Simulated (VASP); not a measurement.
Output of a VASP run:

### OUTCAR
```
 ion  position               nearest neighbor table
   1  0.500  0.000  0.752-   3 2.26   4 2.26   3 2.26   4 2.26   2 3.60   2 3.60   2 3.60   2 3.60
                             2 3.63   2 3.63   2 3.63   2 3.63
   2  0.000  0.500  0.248-   3 2.26   4 2.26   4 2.26   3 2.26   1 3.60   1 3.60   1 3.60   1 3.60
                             1 3.63   1 3.63   1 3.63   1 3.63
   3  0.500  0.500  0.000-   1 2.26   2 2.26   1 2.26   2 2.26
   4  0.000  0.000  0.000-   1 2.26   2 2.26   2 2.26   1 2.26
  LATTYP: Found a simple tetragonal cell.
 ALAT       =     3.8686684579
 C/A-ratio  =     1.2222516347
 Subroutine PRICEL returns:
 Original cell was already a primitive cell.
 Subroutine GETGRP returns: Found 16 space group operations
The static configuration has the point symmetry D_2d.
 The point group associated with its full space group is D_4h.
The dynamic configuration has the point symmetry D_2d.
 Subroutine INISYM returns: Found 16 space group operations
 Subroutine IBZKPT returns following result:
 Found     30 irreducible k-points:

 Following reciprocal coordinates:
            Coordinates               Weight
  0.000000  0.000000  0.000000      1.000000
  0.166667  0.000000  0.000000      4.000000
  0.333333  0.000000  0.000000      4.000000
  0.500000  0.000000  0.000000      2.000000
  0.166667  0.166667  0.000000      4.000000
  0.333333  0.166667  0.000000      8.000000
  0.500000  0.166667  0.000000      4.000000
  0.333333  0.333333  0.000000      4.000000
  0.500000  0.333333  0.000000      4.000000
  0.500000  0.500000  0.000000      1.000000
  0.000000  0.000000  0.200000      2.000000
  0.166667  0.000000  0.200000      8.000000
  0.333333  0.000000  0.200000      8.000000
  0.500000  0.000000  0.200000      4.000000
  0.166667  0.166667  0.200000      8.000000
  0.333333  0.166667  0.200000     16.000000
  0.500000  0.166667  0.200000      8.000000
  0.333333  0.333333  0.200000      8.000000
  0.500000  0.333333  0.200000      8.000000
  0.500000  0.500000  0.200000      2.000000
  0.000000  0.000000  0.400000      2.000000
  0.166667  0.000000  0.400000      8.000000
  0.333333  0.000000  0.400000      8.000000
  0.500000  0.000000  0.400000      4.000000
  0.166667  0.166667  0.400000      8.000000
  0.333333  0.166667  0.400000     16.000000
  0.500000  0.166667  0.400000      8.000000
  0.333333  0.333333  0.400000      8.000000
  0.500000  0.333333  0.400000      8.000000
  0.500000  0.500000  0.400000      2.000000
   k-points           NKPTS =     30   k-points in BZ     NKDIM =     30   number of bands    NBANDS=     24
   number of dos      NEDOS =    301   number of ions     NIONS =      4
   total plane-waves  NPLWV =  32400
   dimension x,y,z NGX =    30 NGY =   30 NGZ =   36
   dimension x,y,z NGXF=    60 NGYF=   60 NGZF=   72
   ions per type =               2   2
   PREC   = accura    normal or accurate (medium, high low for compatibility)
   ISTART =      0    job   : 0-new  1-cont  2-samecut
   ICHARG =      2    charge: 1-file 2-atom 10-const
   ISPIN  =      1    spin polarized calculation?
   LNONCOLLINEAR =      F non collinear calculations
   LSORBIT =      F    spin-orbit coupling
   INIWAV =      1    electr: 0-lowe 1-rand  2-diag
   ENCUT  =  520.0 eV  38.22 Ry    6.18 a.u.   7.19  7.19  8.79*2*pi/ulx,y,z
   NELM   =    100;   NELMIN=  2; NELMDL= -5     # of ELM steps
   EDIFF  = 0.1E-06   stopping-criterion for ELM
   LREAL  =      F    real-space projection
   NLSPLINE    = F    spline interpolate recip. space projectors
   LMAXMIX     =    4 max onsite mixed and CHGCAR
   VOSKOWN=      0    Vosko Wilk Nusair interpolation
   EDIFFG = -.1E-01   stopping-criterion for IOM
   NSW    =     30    number of steps for IOM
   NBLOCK =      1;   KBLOCK =     30    inner block; outer block
   IBRION =      2    ionic relax: 0-MD 1-quasi-New 2-CG
   NFREE  =      1    steps in history (QN), initial steepest desc. (CG)
   ISIF   =      4    stress and relaxation
   ISYM   =      2    0-nonsym 1-usesym 2-fastsym
   TEIN   =    0.0    initial temperature
...
```

OSZICAR:
```
...
DAV:   8     0.100309725205E+02   -0.23460E-05   -0.11284E-06  1368   0.112E-02    0.951E-04
DAV:   9     0.100309725355E+02    0.14968E-07   -0.79134E-08  1192   0.324E-03
   4 F= 0.10030973E+02 E0= 0.10031122E+02  d E =-.142743E-02
       N       E                     dE             d eps       ncg     rms          rms(c)
DAV:   1     0.100271069141E+02   -0.38656E-02   -0.19969E-01  1568   0.393E+00    0.379E-01
DAV:   2     0.100298351379E+02    0.27282E-02   -0.67363E-03  1904   0.108E+00    0.230E-01
DAV:   3     0.100305407608E+02    0.70562E-03   -0.13475E-03  2064   0.531E-01    0.500E-02
DAV:   4     0.100305048729E+02   -0.35888E-04   -0.97623E-04  1472   0.295E-01    0.145E-02
DAV:   5     0.100303427545E+02   -0.16212E-03   -0.27032E-04  1440   0.154E-01    0.710E-03
DAV:   6     0.100303282935E+02   -0.14461E-04   -0.23685E-05  1648   0.549E-02    0.172E-03
DAV:   7     0.100303276418E+02   -0.65171E-06   -0.54174E-06  1448   0.264E-02    0.124E-03
DAV:   8     0.100303257842E+02   -0.18576E-05   -0.86863E-07  1272   0.964E-03    0.829E-04
DAV:   9     0.100303257812E+02   -0.30304E-08   -0.66254E-08  1208   0.299E-03
   5 F= 0.10030326E+02 E0= 0.10030524E+02  d E =-.207419E-02
       N       E                     dE             d eps       ncg     rms          rms(c)
DAV:   1     0.100177960009E+02   -0.12530E-01   -0.79419E-01  1568   0.784E+00    0.756E-01
DAV:   2     0.100287069970E+02    0.10911E-01   -0.26290E-02  1896   0.207E+00    0.459E-01
DAV:   3     0.100315431706E+02    0.28362E-02   -0.54624E-03  2016   0.104E+00    0.968E-02
DAV:   4     0.100314404091E+02   -0.10276E-03   -0.40242E-03  1480   0.599E-01    0.294E-02
DAV:   5     0.100307118327E+02   -0.72858E-03   -0.11043E-03  1440   0.311E-01    0.141E-02
DAV:   6     0.100306689744E+02   -0.42858E-04   -0.83406E-05  1648   0.104E-01    0.344E-03
DAV:   7     0.100306674623E+02   -0.15121E-05   -0.21016E-05  1480   0.517E-02    0.242E-03
DAV:   8     0.100306601312E+02   -0.73311E-05   -0.36759E-06  1536   0.191E-02    0.165E-03
DAV:   9     0.100306602760E+02    0.14486E-06   -0.30841E-07  1416   0.610E-03    0.666E-04
DAV:  10     0.100306598814E+02   -0.39458E-06   -0.47638E-07  1208   0.802E-03    0.255E-04
DAV:  11     0.100306598603E+02   -0.21164E-07   -0.35539E-08   776   0.196E-03
   6 F= 0.10030660E+02 E0= 0.10030892E+02  d E =-.174011E-02
       N       E                     dE             d eps       ncg     rms          rms(c)
DAV:   1     0.100246585562E+02   -0.60013E-02   -0.34590E-01  1536   0.520E+00    0.499E-01
DAV:   2     0.100293275060E+02    0.46689E-02   -0.11638E-02  1896   0.145E+00    0.303E-01
DAV:   3     0.100305857504E+02    0.12582E-02   -0.23960E-03  2112   0.755E-01    0.651E-02
DAV:   4     0.100304778743E+02   -0.10788E-03   -0.17735E-03  1488   0.411E-01    0.195E-02
DAV:   5     0.100302245472E+02   -0.25333E-03   -0.45800E-04  1440   0.204E-01    0.951E-03
DAV:   6     0.100301969491E+02   -0.27598E-04   -0.45510E-05  1584   0.751E-02    0.233E-03
DAV:   7     0.100301976969E+02    0.74777E-06   -0.91439E-06  1504   0.342E-02    0.167E-03
DAV:   8     0.100301949905E+02   -0.27063E-05   -0.12712E-06  1416   0.117E-02    0.105E-03
DAV:   9     0.100301951862E+02    0.19566E-06   -0.10604E-07  1176   0.362E-03    0.303E-04
DAV:  10     0.100301949360E+02   -0.25023E-06   -0.21475E-07   992   0.539E-03    0.195E-04
DAV:  11     0.100301949255E+02   -0.10446E-07   -0.19158E-08   720   0.172E-03
   7 F= 0.10030195E+02 E0= 0.10030416E+02  d E =-.220504E-02
```

### OUTCAR
```
------------------------ aborting loop because EDIFF is reached ----------------------------------------
  FORCE on cell =-STRESS in cart. coord.  units (eV):
  Direction    XX          YY          ZZ          XY          YZ          ZX
  --------------------------------------------------------------------------------------
  Total       -0.4254474     -0.4254474     -0.4235444      0.0000000      0.0000000      0.0000000
  in kB       -9.6318854     -9.6318854     -9.5888013      0.0000000      0.0000000      0.0000000
  external PRESSURE =      -9.6175241 kB  Pullay stress =       0.0000000 kB
  volume of cell :       70.77
      direct lattice vectors                 reciprocal lattice vectors
     3.840910608  0.000000000  0.000000000     0.260354927  0.000000000  0.000000000
     0.000000000  3.840910608 -0.000000000     0.000000000  0.260354927 -0.000000000
     0.000000000  0.000000000  4.797077836     0.000000000  0.000000000  0.208460241
 POSITION                                       TOTAL-FORCE (eV/Angst)
 -----------------------------------------------------------------------------------
      1.92046      0.00000      3.63550        -0.000000     -0.000000     -0.002978
      0.00000      1.92046      1.16158         0.000000      0.000000      0.002978
      1.92046      1.92046     -0.00000        -0.000000     -0.000000      0.000000
      0.00000      0.00000      0.00000        -0.000000      0.000000      0.000000
 -----------------------------------------------------------------------------------
    total drift:                                0.000000      0.000000      0.000000
  FREE ENERGIE OF THE ION-ELECTRON SYSTEM (eV)
  ---------------------------------------------------
  free  energy   TOTEN  =        10.0301949255 eV

  energy  without entropy=       10.0306362680  energy(sigma->0) =       10.03041560

 reached required accuracy - stopping structural energy minimisation
```
(Selected blocks of OUTCAR.)

File POSCAR:
```
SnO
1
    3.8686684579     0.0000000000     0.0000000000
    0.0000000000     3.8686684579     0.0000000000
    0.0000000000     0.0000000000     4.7284863469
Sn O
2 2
Direct
  0.5000000000   0.0000000000   0.7523147289
  0.0000000000   0.5000000000   0.2476852711
  0.5000000000   0.5000000000   0.0000000000
  0.0000000000   0.0000000000   0.0000000000
```

Write an INCAR and KPOINTS that could have produced this output.

Several could match; the one computed here: the input of the run itself, revTPSS meta-GGA, plane waves, VASP's PBE PAW potentials (set 64).

### INCAR
```
ALGO = Normal
EDIFF = 1E-7
EDIFFG = -0.01
ENCUT = 520
IBRION = 2
ISIF = 4
ISMEAR = 0
LASPH = .TRUE.
LCHARG = .FALSE.
LMAXMIX = 4
LMIXTAU = .TRUE.
LREAL = .FALSE.
LWAVE = .FALSE.
METAGGA = RTPSS
NELM = 100
NSW = 30
PREC = Accurate
SIGMA = 0.05
SYSTEM = SnO
```

KPOINTS:
```
Regular mesh
0
gamma
  6 6 5
```

POTCAR, in this order: Sn_d O (PBE.64 set). Program: vasp_std.

Without a dispersion term in the relaxation, distances and binding between the weakly bound layers, chains or molecules are unreliable, and so is what depends on them.

The compound is SnO in the litharge structure. This cell is one point of a volume scan, at 1.03 of the reference volume. Symmetry was kept, so distortions that lower it aren't found.
